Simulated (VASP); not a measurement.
Data:

```
Li2Se
1.0
    0.00000     3.01306     3.01306
    3.01306     0.00000     3.01306
    3.01306     3.01306     0.00000
Li Se
2 1
Direct
  0.25000   0.25000   0.25000
  0.75000   0.75000   0.75000
  0.00000   0.00000   0.00000
```

All values below come from vdW-DF2, VASP's PBE PAW potentials (set 64) (plane waves; VASP 6.6.1). Numerical set-up: 520 eV cut-off, 6×6×6 Γ-centred mesh, Gaussian smearing of 0.050 eV, potentials Li_sv Se.

Problem. Give the stress tensor in GPa (positive for a compressed cell).

Solution. 
```
1.02  0.00  0.00
0.00  1.02  0.00
0.00  0.00  1.02
```
The pressure is its mean diagonal, 1.02 GPa.

The compound is Li2Se in the antifluorite structure. This cell is one point of a volume scan, at 0.97 of the reference volume.
